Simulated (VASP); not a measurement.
Data:

```yaml
crystal:
  lattice:
    - [2.97744, 0.00000, 0.00000]
    - [0.00000, 3.01322, 0.00000]
    - [0.00000, 0.00000, 3.04792]
  atoms:
    - { symbol: Al, position: [0.50000, 0.50000, 0.50000] }
    - { symbol: Ru, position: [0.02545, 0.00000, 0.00000] }
```

Level of theory: PBE GGA, VASP's PBE PAW potentials (set 64) (plane waves; VASP 6.6.1). Numerical set-up: 520 eV cut-off, 11×11×11 Γ-centred mesh, first-order Methfessel-Paxton smearing of 0.10 eV, potentials Al Ru_pv.

Task: Which forces act on the atoms, in eV/Å?

Result: 
```csv
atom,Fx,Fy,Fz
Al1,0.536,0.000,0.000
Ru2,-0.536,0.000,0.000
```

Task: Give the stress tensor in GPa (positive for a compressed cell).

Result: 
```
 0.11   0.00   0.00
 0.00  -1.26   0.00
 0.00   0.00  -2.92
```
The pressure is its mean diagonal, -1.36 GPa.

The compound is RuAl in the CsCl type structure. The cell was not relaxed at this level, atoms are displaced from their ideal sites. The run is one of a series of settings (ENCUT = 520 against the base run), some of them coarse on purpose. The electron count is odd and the run is not spin-polarised, which forces a metal.
